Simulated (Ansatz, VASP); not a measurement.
# PtC in two plane-wave programs

Aim: how closely do two programs agree when they are given the same cell, functional and k mesh? The cell is generated by rule, not measured, and may not be a known phase. The cell is taken from a series of runs on this material, whose earlier steps may have relaxed, scaled, displaced or heated it; both programs get it as it stands.

Calculated with Ansatz 0.2.0; plane waves, with VASP 6.6.1 beside it; single point at PBEsol.

The structure was built from a prototype and need not be the compound's stable phase.

**1. Set-up**

It takes space group R3m (No. 160, trigonal). The conventional cell has a = 3.123 Å, b = 3.123 Å, c = 7.650 Å, α = 90.00°, β = 90.00°, γ = 120.00°. Nearest to Pt lie 6 C at 2.18 to 2.23 Å. Nearest to C lie 6 Pt at 2.18 to 2.23 Å. Farther neighbours are not listed.

Structure file:

```
Pt C
1.0
     0.00000    2.20832    2.20832
     2.20832    0.00000    2.20832
     2.20832    2.20832    0.00000
Pt C
1 1
Direct
  0.00097 0.99968 0.99968
  0.48431 0.50523 0.50523
```

**2. VASP: single point, PBEsol, pair 1**

A single point gives forces, pressure and levels at one fixed geometry, so differences don't come from the geometry; what else differs is listed under the comparison.

Lines of VASP's logs that name or quote its potential files are left out, and so is its time.

Contents of INCAR:

```
SYSTEM = PtC
PREC = Accurate
ENCUT = 600
EDIFF = 1E-06
NELM = 120
ISMEAR = 1
SIGMA = 0.2
LREAL = .FALSE.
ALGO = Normal
GGA = PS
NBANDS = 13
LASPH = .TRUE.
LORBIT = 11
LWAVE = .FALSE.
LCHARG = .FALSE.
ISIF = 2
GGA_COMPAT = .FALSE.
KPAR = 2
```

Contents of POSCAR:

```
PtC
1.0
    0.0000000000      2.2083183167      2.2083183167
    2.2083183167      0.0000000000      2.2083183167
    2.2083183167      2.2083183167      0.0000000000
Pt C
1 1
Direct
    0.0009657984      0.9996780672      0.9996780672
    0.4843133955      0.5052288682      0.5052288682
```

Contents of KPOINTS:

```
Automatic mesh
0
Gamma
16 16 16
0 0 0
```

Potentials, in the order of the species: Pt and C (PBE family, release 64).

Run with:

```bash
$ mpirun -np 2 vasp_std
```

Numbers of over 12 decimals in the logs are rounded to 6 here.

What it wrote:

```text
[banner, memory and clock lines left out]
running    2 mpi-ranks, on    1 nodes
 distrk:  each k-point on    1 cores,    2 groups
 distr:  one band on    1 cores,    1 groups

 POSCAR found type information on POSCAR PtC
 POSCAR found :  2 types and       2 ions
|                                                                             |
|               ----> ADVICE to this user running VASP <----                  |
|                                                                             |
|     You enforced a specific xc type in the INCAR file but a different       |
|     [... a line on the potential file left out ...]
|     I HOPE YOU KNOW WHAT YOU ARE DOING!                                     |
|                                                                             |

 LDA part: xc-table for (Slater+PW92), standard interpolation
 POSCAR, INCAR and KPOINTS ok, starting setup
 FFT: planning ... GRIDC
 FFT: planning ... GRID_SOFT
 FFT: planning ... GRID
 WAVECAR not read
 entering main loop
       N       E                     dE             d eps       ncg     rms          rms(c)
DAV:   1     0.611074068178E+02    0.61107E+02   -0.78583E+03 10930   0.114E+03
DAV:   2    -0.136071053080E+02   -0.74715E+02   -0.69295E+02 13217   0.223E+02
DAV:   3    -0.155350542794E+02   -0.19279E+01   -0.19074E+01 12242   0.351E+01
DAV:   4    -0.155436478347E+02   -0.85936E-02   -0.85920E-02 11962   0.273E+00
DAV:   5    -0.155437097230E+02   -0.61888E-04   -0.61887E-04 12257   0.235E-01    0.222E+01
DAV:   6    -0.140912630662E+02    0.14524E+01   -0.11211E+01 11655   0.263E+01    0.112E+01
DAV:   7    -0.138365625811E+02    0.25470E+00   -0.11628E+00 11302   0.963E+00    0.708E+00
DAV:   8    -0.138187887868E+02    0.17774E-01   -0.50718E-02 11142   0.193E+00    0.771E-01
DAV:   9    -0.138167575692E+02    0.20312E-02   -0.42706E-03 11471   0.516E-01    0.212E-01
DAV:  10    -0.138165870816E+02    0.17049E-03   -0.11463E-03 11312   0.261E-01    0.305E-02
DAV:  11    -0.138165873967E+02   -0.31512E-06   -0.22004E-05 11977   0.410E-02    0.144E-02
DAV:  12    -0.138165864903E+02    0.90640E-06   -0.12510E-06  9285   0.885E-03
   1 F= -.13816586E+02 E0= -.13817077E+02  d E =0.147209E-02
```

From OUTCAR (step 2):

```text
ion  position               nearest neighbor table
   1  0.001  1.000  1.000-   2 2.18   2 2.18   2 2.18   2 2.23   2 2.23   2 2.23
   2  0.484  0.505  0.505-   1 2.18   1 2.18   1 2.18   1 2.23   1 2.23   1 2.23

  LATTYP: Found a face centered cubic cell.
 ALAT       =     4.4166366334

 Subroutine GETGRP returns: Found  6 space group operations
 (whereof  6 operations were pure point group operations)

The static configuration has the point symmetry C_3v.

 Found    417 irreducible k-points:

   k-points           NKPTS =    417   k-points in BZ     NKDIM =    417   number of bands    NBANDS=     13

   dimension x,y,z NGX =    28 NGY =   28 NGZ =   28
   dimension x,y,z NGXF=    56 NGYF=   56 NGZF=   56

   ENCUT  =  600.0 eV  44.10 Ry    6.64 a.u.   6.24  6.24  6.24*2*pi/ulx,y,z

   NELECT =      14.0000    total number of electrons

 k-points in reciprocal lattice and weights: Automatic mesh
   0.00000000  0.00000000  0.00000000       0.000
   0.06250000  0.00000000  0.00000000       0.000
   0.00000000  0.06250000  0.00000000       0.001
   0.12500000  0.00000000  0.00000000       0.000
   0.00000000  0.12500000  0.00000000       0.001
   0.18750000  0.00000000  0.00000000       0.000
   0.00000000  0.18750000  0.00000000       0.001
   0.25000000  0.00000000  0.00000000       0.000
   0.00000000  0.25000000  0.00000000       0.001
[...]
-0.31250000  0.50000000  0.18750000       0.003
  -0.25000000  0.50000000  0.25000000       0.001

 average (electrostatic) potential at core
       1 -63.8516       2 -45.2883

 E-fermi :  10.7834

 k-point     1 :       0.0000    0.0000    0.0000
  band No.  band energies     occupation
    ...
      5       7.0531      2.00000
      6       7.0531      2.00000
      7      10.5716      2.06046
      8      10.5738      2.05884
      9      10.5738      2.05884
     10      17.1200      0.00000
     11      22.8312      0.00000
     12      31.2060      0.00000
     13      31.2187      0.00000

 k-point     2 :       0.0625    0.0000    0.0000
  band No.  band energies     occupation
    ...
      3       6.3633      2.00000
      4       6.3633      2.00000
      5       6.8727      2.00000
      6       6.8728      2.00000
      7      10.4516      2.04072
      8      10.8978      0.18619
      9      10.8978      0.18618
     10      17.3447      0.00000
     11      22.9396      0.00000
     12      30.1489      0.00000
    ...

 k-point     3 :       0.0000    0.0625    0.0000
  band No.  band energies     occupation
    ...
      3       6.3665      2.00000
      4       6.3682      2.00000
      5       6.8676      2.00000
      6       6.8804      2.00000
      7      10.4235      2.02887
      8      10.8980      0.18514
      9      10.9225      0.08347
     10      17.3438      0.00000
     11      22.9405      0.00000
     12      30.1418      0.00000
    ...

  Total        0.0374997      0.0374997      0.0374997     -0.0311378      0.0311378     -0.0311378
  in kB        2.7894823      2.7894823      2.7894823     -2.3162401      2.3162401     -2.3162401
  external PRESSURE =       2.7894823 kB  Pullay stress =       0.0000000 kB

  energy-cutoff  :      600.00
  volume of cell :       21.54
      direct lattice vectors                 reciprocal lattice vectors
     0.000000000  2.208318317  2.208318317    -0.226416634  0.226416634  0.226416634
     2.208318317  0.000000000  2.208318317     0.226416634 -0.226416634  0.226416634
     2.208318317  2.208318317  0.000000000     0.226416634  0.226416634 -0.226416634

 POSITION                                       TOTAL-FORCE (eV/Angst)
 -----------------------------------------------------------------------------------
      4.41521      2.20974      2.20974        -0.292565      0.292565      0.292565
      2.23141      2.18522      2.18522         0.292565     -0.292565     -0.292565
 -----------------------------------------------------------------------------------
    total drift:                                0.000027     -0.000027     -0.000027

  FREE ENERGIE OF THE ION-ELECTRON SYSTEM (eV)
  ---------------------------------------------------
  free  energy   TOTEN  =       -13.8165864903 eV

  energy  without entropy=      -13.8180585762  energy(sigma->0) =      -13.81707719

 total charge
# of ion       s       p       d       tot
------------------------------------------
    1        0.677   0.672   8.094   9.443
    2        0.849   1.388   0.000   2.237
--------------------------------------------------
tot          1.526   2.061   8.094  11.680

[... 3 further parts left out ...]
```

The run ends at a pressure of 0.28 GPa, with forces up to 0.51 eV/Å.

**3. Ansatz: single point, PBEsol, pair 1**

Ansatz runs on its default PAW (the set named soft_2) files.

The same cell, functional, mesh and smearing now go to Ansatz, which takes its cutoff from its data sets.

Contents of input.yaml:

```yaml
crystal:
  lattice:
    - [0.0, 2.2083183167, 2.2083183167]
    - [2.2083183167, 0.0, 2.2083183167]
    - [2.2083183167, 2.2083183167, 0.0]
  atoms:
    - { symbol: Pt, position: [0.0009657984, -0.0003219328, -0.0003219328] }
    - { symbol: C, position: [0.4843133955, 0.5052288682, 0.5052288682] }
kpoints:
  mp_grid: { grid: [16, 16, 16] }
hamiltonian:
  xc: pbesol
scf:
  occupations: { method: methfessel_paxton, width: 0.2 }
output:
  forces: true
  stress: true
  eigenvalues: true
```

Run with:

```bash
$ ansatz run input.yaml --threads 4 --pin off --max-ram 7168MiB --backend cpu --events-out ev --progress --plain --runs-dir out
```

What it wrote:

```text
Engine: ansatz 0.2.0, aarch64-unknown-linux-gnu
Pseudopotentials: kind: paw
Pseudopotential: Pt, paw, valence charge 18, recommended cutoff 420 eV (normal), Pt.paw.azcp
Pseudopotential: C, paw, valence charge 4, recommended cutoff 420 eV (normal), C.paw.azcp
Functional definition: PBEsol
  exchange = pbesol_x
  correlation = pbesol_c
Crystal: 2 atoms, lattice volume = 21.538 Å³
Basis set: ecut = 420 eV, 411 PW (Γ), exchange–correlation on 48×48×48 points (8 copies of the dense FFT grid, shifted against one another)
Bands: 15, of which v1, the nominal top of the filled ones, is band 11 counted from 1 (10 counted from 0)
Symmetry: 6 space group operations
Space group: R3m (ITA 160), of the structure as read, at distance tolerance 2.8e-5 Å
k-points: 417 of 4096 (time reversal used)
Non-local potential: Pt, projectors of the file, l = 0: 3, l = 1: 2, l = 2: 2, l = 3: 1
Non-local potential: C, projectors of the file, l = 0: 2, l = 1: 2, l = 2: 1
PAW form: soft (Blöchl's): semilocal exchange-correlation on the pseudo side does not see the compensation charge
PAW frozen core: Pt, regenerated for the run's functional, and the local potential with it (the file was generated under x = pbe(κ = 0.804, μ = 0.219515), c = pbe(β = 0.066725))
PAW frozen core: C, regenerated for the run's functional, and the local potential with it (the file was generated under x = pbe(κ = 0.804, μ = 0.219515), c = pbe(β = 0.066725))
PAW one-centre angular grid: Pt, 590 points (default); XC on 64 Gauss nodes
PAW one-centre angular grid: C, 110 points (default); XC on 64 Gauss nodes
Initial density: superposition of atomic densities (neutral atoms: chi_scale 0, normalization atom), corrected by the library's trained network
Initial wavefunctions: pseudopotential atomic-orbital guess
Functional: x = pbesol(κ = 0.804, μ = 0.123457), c = pbesol(β = 0.046)
SCF iter   1: F=—  HF=-12627.712136 eV  |F-HF|=—  |Δ(HF+E_count)|=         —  Δρ=6.31e-3  dr2=5.52e-3  ethr=1.77e-3  ⟨swp⟩=4.1  Hψ=27821  notcnv=0
preconditioner: auto → none  [metal: Δε(μ)=0.005 eV  Ē_g=11.422 eV  σ=0.200 eV  W_gap=0.02  n_scr=8 (ndim 8)  ℏωp=29.9 eV  f_vac=0.000  D(μ)=0.84/eV (n_scr^D=8)  sad-step TF]
SCF iter   2: F=—  HF=-12627.711948 eV  |F-HF|=—  |Δ(HF+E_count)|=   1.89e-4  S|Δr|=    0.00e0  Δρ=3.61e-3  dr2=1.98e-3  ethr=2.51e-5  ⟨swp⟩=2.3  Hψ=11967  notcnv=0
SCF iter   3: F=—  HF=-12627.711321 eV  |F-HF|=—  |Δ(HF+E_count)|=   6.27e-4  S|Δr|=    0.00e0  Δρ=3.78e-4  dr2=2.19e-5  ethr=9.00e-6  ⟨swp⟩=2.0  Hψ=8975  notcnv=0
SCF iter   4: F=—  HF=-12627.711311 eV  |F-HF|=—  |Δ(HF+E_count)|=   9.65e-6  S|Δr|=    0.00e0  Δρ=7.63e-5  dr2=7.82e-7  ethr=9.94e-8  ⟨swp⟩=2.2  Hψ=9356  notcnv=0
SCF iter   5: F=-12627.711311 eV  HF=-12627.711311 eV  |F-HF|=6.07e-8  |Δ(HF+E_count)|=   2.61e-8  S|Δr|=    0.00e0  Δρ=1.91e-5  dr2=7.65e-8  ethr=4.55e-10  ⟨swp⟩=5.6  Hψ=28404  notcnv=0
SCF 1 converged in 5 iterations: F = -12627.711311 eV  dr2 = 7.65e-8
  greatest PAW one-centre occupation: 1.000 electrons in one spin orbital (limit 2), on the Pt atom at site 0 (counted from 0), in its partial waves of l = 0
SCF converged after 5 iterations
Stability not checked: this state was not tested for a lower state beside it, because cold or Methfessel-Paxton smearing, or corrected tetrahedra, fill the levels in a way that the test cannot read (fill_not_monotonic; see scf.lower_state_search)
Free energy (F): -12627.711311 eV
Harris-Foulkes:  -12627.711311 eV  (|F-HF|=6.07e-8)
Internal energy: -12627.712814 eV  (E = F + TS)
E sigma→0 (E₀):  -12627.711687 eV
Entropy (-TS):   0.001503 eV (0.752 meV/atom)
Fermi energy:    20.208834 eV
--- Per-component energies (eV) ---
  E_band       = -149.579910
  E_kinetic    = 723.733449
  E_local      = -1687.487576  (includes V_loc(G=0)·N_el)
  E_nonlocal   = 229.740564
  E_hartree    = 621.241175
  E_xc         = -307.358024
  E_vxc        = -360.883117  (∫ρ·V_xc dr)
  E_paw        = -9411.085813  (= ΣΔE_a)
  E_vpaw       = -297.161199  (= ΣTr[D̂ρ^β])
  E_aug_tail   = 0.000245  (compensation charges beyond the density's cutoff)
  E_ewald      = -2796.804917
  E_core_change = 0.308082  (= ΣΔE_core)
  E_smearing   = 0.001503  (= −TS)
  E_closure    = -0.000000  (closes the sum)
  Σ components = -12627.711311   (vs F -12627.711311, Δ=0.00e0)
--- Forces (eV/Å), atoms counted from 1 ---
  atom   1  Pt    -0.29577019     0.29577019     0.29577019
  atom   2  C      0.29565767    -0.29565767    -0.29565767
  max |Σ_I F_I| component: 1.13e-4 eV/Å
--- Stress (GPa, compression-positive) ---
        0.161077      -0.231825      -0.231825
       -0.231825       0.161077       0.231825
       -0.231825       0.231825       0.161077
  P = ⅓ Tr σ = 0.1611 GPa (1.611 kbar)
--- Band table (eV; the first three rows and the last of 417) ---
  k-point 0: bands = [... 7 lower, 15.7779, 16.4809, 16.4809, 19.9920, 19.9943, 19.9943, 26.5179, 32.2263]
  k-point 1: bands = [... 7 lower, 15.7849, 16.2939, 16.3065, 19.8440, 20.3195, 20.3440, 26.7422, 32.3356]
  k-point 2: bands = [... 7 lower, 15.5497, 16.1975, 16.2113, 19.5755, 21.1045, 21.1230, 27.3117, 32.5362]
  k-point 416: bands = [... 7 lower, 13.3342, 17.8841, 17.8841, 19.4544, 25.8912, 25.8912, 26.1286, 31.9308]
```

The column dr2 measures how far the density is from self-consistency, as an energy; F and HF (Harris–Foulkes) agree once it is small.

The run ends at a pressure of 0.16 GPa, with forces up to 0.51 eV/Å.

**4. Comparison**

Known differences besides the potentials themselves: the data sets hold 22 valence electrons in Ansatz (on its default PAW (the set named soft_2) files) and 14 in VASP; the cutoff is 420 eV in Ansatz and 600 eV in VASP; Ansatz makes its cores anew for this functional, VASP keeps those of its PBE data sets. Total energies have different zeros and are not compared.

Compared:

| quantity | Ansatz | VASP | difference |
| --- | --- | --- | --- |
| pressure (GPa) | 0.16 | 0.28 | -0.12 |

Forces (eV/Å; atoms numbered as in POSCAR):

| atom | Ansatz x, y, z | VASP x, y, z |
| --- | --- | --- |
| Pt1 | -0.296, 0.296, 0.296 | -0.293, 0.293, 0.293 |
| C2 | 0.296, -0.296, -0.296 | 0.293, -0.293, -0.293 |

The forces differ by 3.1 meV/Å r.m.s., which is 1.1 % of the r.m.s. force of 0.293 eV/Å (both taken over all components).

**5. VASP: single point, PBEsol, pair 2**

With cell and atoms fixed, the geometry can't cause a difference; cores, projectors, grids and the points listed under the comparison can.

INCAR is that of step 2.

Contents of POSCAR:

```
PtC
1.0
    0.0000000000      2.2083183167      2.2083183167
    2.2083183167      0.0000000000      2.2083183167
    2.2083183167      2.2083183167      0.0000000000
Pt C
1 1
Direct
    0.0019315967      0.9993561344      0.9993561344
    0.4686267909      0.5104577363      0.5104577363
```

KPOINTS is that of step 2.

Run with:

```bash
$ mpirun -np 2 vasp_std
```

What it wrote:

```text
[banner, memory and clock lines left out]
running    2 mpi-ranks, on    1 nodes
[...]
[... a notice as in an earlier step ...]

 LDA part: xc-table for (Slater+PW92), standard interpolation
 POSCAR, INCAR and KPOINTS ok, starting setup
[...]
entering main loop
       N       E                     dE             d eps       ncg     rms          rms(c)
DAV:   1     0.611553009418E+02    0.61155E+02   -0.78591E+03 10930   0.114E+03
DAV:   2    -0.136558294513E+02   -0.74811E+02   -0.69359E+02 13192   0.223E+02
DAV:   3    -0.155842533253E+02   -0.19284E+01   -0.19086E+01 12277   0.352E+01
DAV:   4    -0.155928081637E+02   -0.85548E-02   -0.85536E-02 11967   0.273E+00
[...]
DAV:  10    -0.138475576132E+02    0.17647E-03   -0.12206E-03 11337   0.267E-01    0.308E-02
DAV:  11    -0.138475563090E+02    0.13042E-05   -0.26030E-05 11857   0.433E-02    0.147E-02
DAV:  12    -0.138475560951E+02    0.21392E-06   -0.91947E-07  7686   0.820E-03
   1 F= -.13847556E+02 E0= -.13847774E+02  d E =0.653860E-03
```

OUTCAR, selected parts (step 5):

```text
  Total        0.1003678      0.1003678      0.1003678     -0.1188543      0.1188543     -0.1188543
  in kB        7.4660335      7.4660335      7.4660335     -8.8411831      8.8411831     -8.8411831
  external PRESSURE =       7.4660335 kB  Pullay stress =       0.0000000 kB

 POSITION                                       TOTAL-FORCE (eV/Angst)
 -----------------------------------------------------------------------------------
      4.41379      2.21116      2.21116        -0.534438      0.534438      0.534438
      2.25451      2.16213      2.16213         0.534438     -0.534438     -0.534438
 -----------------------------------------------------------------------------------
    total drift:                                0.000098     -0.000098     -0.000098

  FREE ENERGIE OF THE ION-ELECTRON SYSTEM (eV)
  ---------------------------------------------------
  free  energy   TOTEN  =       -13.8475560951 eV

  energy  without entropy=      -13.8482099549  energy(sigma->0) =      -13.84777405

[... 2 parts as in an earlier step ...]

[... 1 further part left out ...]
[key lines of the parts left out:]
E-fermi :  10.7685
```

The run ends at a pressure of 0.75 GPa, with forces up to 0.93 eV/Å.

**6. Ansatz: single point, PBEsol, pair 2**

The same cell, functional, mesh and smearing now go to Ansatz, which takes its cutoff from its data sets.

The cell is taken from a series of runs on this material, whose earlier steps may have relaxed, scaled, displaced or heated it; both programs get it as it stands.

input.yaml, the sections that differ from step 3:

```yaml
crystal:
  lattice:
    - [0.0, 2.2083183167, 2.2083183167]
    - [2.2083183167, 0.0, 2.2083183167]
    - [2.2083183167, 2.2083183167, 0.0]
  atoms:
    - { symbol: Pt, position: [0.0019315967, -0.0006438656, -0.0006438656] }
    - { symbol: C, position: [0.4686267909, 0.5104577364, 0.5104577364] }
# kpoints, hamiltonian, scf, output: as in step 3
```

Run with:

```bash
$ ansatz run input.yaml --threads 4 --pin off --max-ram 7168MiB --backend cpu --events-out ev --progress --plain --runs-dir out
```

What it wrote:

```text
[...]
Crystal: 2 atoms, lattice volume = 21.538 Å³
Basis set: ecut = 420 eV, 411 PW (Γ), exchange–correlation on 48×48×48 points (8 copies of the dense FFT grid, shifted against one another)
Bands: 15, of which v1, the nominal top of the filled ones, is band 11 counted from 1 (10 counted from 0)
Symmetry: 6 space group operations
[...]
k-points: 417 of 4096 (time reversal used)
[...]
--- Band table (eV; the first three rows and the last of 417) ---
  k-point 0: bands = [... 7 lower, 15.7490, 16.4193, 16.4193, 20.0911, 20.0998, 20.0998, 26.5065, 32.2035]
  k-point 1: bands = [... 7 lower, 15.7568, 16.2431, 16.2864, 19.8720, 20.4127, 20.4938, 26.7307, 32.3140]
  k-point 2: bands = [... 7 lower, 15.5828, 16.1615, 16.2114, 19.5832, 21.1772, 21.2452, 27.2989, 32.5209]
  k-point 416: bands = [... 7 lower, 13.3149, 17.8769, 17.8769, 19.4698, 25.9170, 25.9170, 26.1354, 31.9415]
[key lines of the parts left out:]
SCF converged after 5 iterations
Free energy (F): -12627.742639 eV
Fermi energy:    20.192945 eV
P = ⅓ Tr σ = 0.6086 GPa (6.086 kbar)
```

The run ends at a pressure of 0.61 GPa, with forces up to 0.94 eV/Å.

**7. Comparison**

What differs besides the data sets and the points named for the pairs above, as far as they apply: the data sets hold 22 valence electrons in Ansatz (on its default PAW (the set named soft_2) files) and 14 in VASP. Total energies have different zeros and are not compared.

Compared:

| quantity | Ansatz | VASP | difference |
| --- | --- | --- | --- |
| pressure (GPa) | 0.61 | 0.75 | -0.14 |

Forces (eV/Å; atoms numbered as in POSCAR):

| atom | Ansatz x, y, z | VASP x, y, z |
| --- | --- | --- |
| Pt1 | -0.541, 0.541, 0.541 | -0.534, 0.534, 0.534 |
| C2 | 0.541, -0.541, -0.541 | 0.534, -0.534, -0.534 |

The forces differ by 6.5 meV/Å r.m.s., which is 1.2 % of the r.m.s. force of 0.534 eV/Å (both taken over all components).

[end of part 1 of 2]

[Lines on the potential files, build, host, timing and source positions are cut from VASP's logs without a mark.]

[Logs are printed without paths, hosts, clocks, repeated set-up lines and the standing remarks that a program may print on its own settings, such as how far it seeks lower states.]

[Hosts, paths, dates, database ids (printed as entryN), source tags and the programs' standing remarks are cut or masked in the printed files.]
